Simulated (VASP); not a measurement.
All values below come from r2SCAN+rVV10, VASP's PBE PAW potentials (set 64) (plane waves; VASP 6.6.1).

The input files of a VASP run:

### KPOINTS
```
K-points
0
Gamma
8 8 8
```

File POSCAR:
```
CaF2
1
    0.0000000000     2.7137071620     2.7137071620
    2.7137071620     0.0000000000     2.7137071620
    2.7137071620     2.7137071620     0.0000000000
Ca F
1 2
Direct
  0.0000000000   0.0000000000   0.0000000000
  0.2500000000   0.2500000000   0.2500000000
  0.7500000000   0.7500000000   0.7500000000
```

**INCAR**
```
! general
SYSTEM  =CaF2
PREC    =Accurate
ENCUT   =520   ! plane-wave cut-off (eV)
LREAL   =.FALSE.   ! projection in real space or not
LASPH   =.TRUE.   ! aspherical one-centre terms

! electronic loop
EDIFF   =1E-7   ! SCF stop (eV)
NELM    =100   ! most electronic steps
ALGO    =Normal
LMIXTAU =.TRUE.

! smearing
ISMEAR  =-5

! functional
METAGGA =R2SCAN
LUSE_VDW=.TRUE.
BPARAM  =11.95
CPARAM  =0.0093

! ions
ISIF    =2   ! forces and stress, cell fixed

! output
LWAVE   =.FALSE.
LCHARG  =.FALSE.
LORBIT  =11   ! lm-projected
NEDOS   =601   ! DOS grid

! other
LEFG    =.TRUE.
```

**KPOINTS_OPT**
```
k-points along high-symmetry lines
10
Line-mode
Reciprocal
  0.000000   0.000000   0.000000 ! GAMMA
  0.500000  -0.000000   0.500000 ! X

  0.500000  -0.000000   0.500000 ! X
  0.625000   0.250000   0.625000 ! U

  0.375000   0.375000   0.750000 ! K
  0.000000   0.000000   0.000000 ! GAMMA

  0.000000   0.000000   0.000000 ! GAMMA
  0.500000   0.500000   0.500000 ! L

  0.500000   0.500000   0.500000 ! L
  0.500000   0.250000   0.750000 ! W

  0.500000   0.250000   0.750000 ! W
  0.500000  -0.000000   0.500000 ! X
```

POTCAR, in this order: Ca_sv F (PBE.64 set). Program: vasp_std.

**Question.** What does the run give for the energy per atom (σ→0), band gap (over mesh and band path)?

**Answer.** 
| Quantity | Result |
|---|---|
| energy per atom (σ→0) | -8.397 eV/atom |
| band gap (over mesh and band path) | 7.93 eV |

OSZICAR:
```
...
DAV:  17    -0.251922509635E+02   -0.63376E-06   -0.74863E-07  1296   0.983E-03    0.785E-04
DAV:  18    -0.251922514812E+02   -0.51764E-06   -0.14290E-07   816   0.487E-03    0.436E-04
DAV:  19    -0.251922522758E+02   -0.79460E-06   -0.25041E-07   848   0.657E-03    0.236E-04
DAV:  20    -0.251922523682E+02   -0.92417E-07   -0.14436E-08   664   0.148E-03
   1 F= -.25192252E+02 E0= -.25192252E+02  d E =0.000000E+00
       N       E                     dE             ncg
       N       E                     dE             ncg
       N       E                     dE             ncg
```

The compound is CaF2 in the fluorite structure. It was relaxed first.
